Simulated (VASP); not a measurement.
An input for Ansatz (written as the equivalent of a VASP run, and not itself run):

Ansatz 0.2 input:
```yaml
crystal:
  lattice:
    - [3.0577639, 0.0000000, 0.0000000]
    - [0.0000000, 3.0577639, 0.0000000]
    - [0.0000000, 0.0000000, 3.0577639]
  atoms:
    - { symbol: Ru, position: [0.0000000, 0.0000000, 0.0000000] }
    - { symbol: As, position: [0.5000000, 0.5000000, 0.5000000] }
kpoints:
  mp_grid: { grid: [11, 11, 11] }
hamiltonian:
  xc: r2scan
  pseudopotentials: { kind: paw }
scf:
  occupations: { method: methfessel_paxton, width: 0.1 }
  max_iter: 100
relax:
  max_steps: 60
  f_tol: 0.01
  cell: {}
output: { forces: true, stress: true, eigenvalues: true }
```

**Question.** Write the VASP files for the same calculation (r2SCAN).

**Answer.** One answer among several that fit: 
### INCAR
```
# general
SYSTEM  = RuAs
PREC    = Accurate
ENCUT   = 400
LREAL   = .False.
LASPH   = .True.

# electronic loop
EDIFF   = 1E-6
NELM    = 100
ALGO    = Normal
LMAXMIX = 4
LMIXTAU = .True.

# smearing
ISMEAR  = 1
SIGMA   = 0.1

# functional
METAGGA = R2SCAN

# ions
IBRION  = 2
NSW     = 60
ISIF    = 3
EDIFFG  = -0.01

# output
LWAVE   = .False.
LCHARG  = .False.
```

POSCAR:
```
RuAs
1
    3.0577638582     0.0000000000     0.0000000000
    0.0000000000     3.0577638582     0.0000000000
   -0.0000000000    -0.0000000000     3.0577638582
Ru As
1 1
Direct
  0.0000000000   0.0000000000   0.0000000000
  0.5000000000   0.5000000000   0.5000000000
```

KPOINTS:
```
Regular mesh
0
gamma
  11 11 11
0 0 0
```

POTCAR, in this order: Ru_pv As (PBE.64 set). Program: vasp_std.

What does not carry over: each code has its own PAW files, so the cut-off isn't converted (ENCUT is set for VASP's; basis.ecutwfc is left out, and Ansatz then takes the one that its files recommend); Ansatz stops its SCF on the density residual and VASP on the energy change (EDIFF).

The structure was generated: RuAs was put into the CsCl type type (Pm-3m), which need not be its known phase. It was relaxed first, which changed the volume by -30 %. The start is the result of an earlier pass.
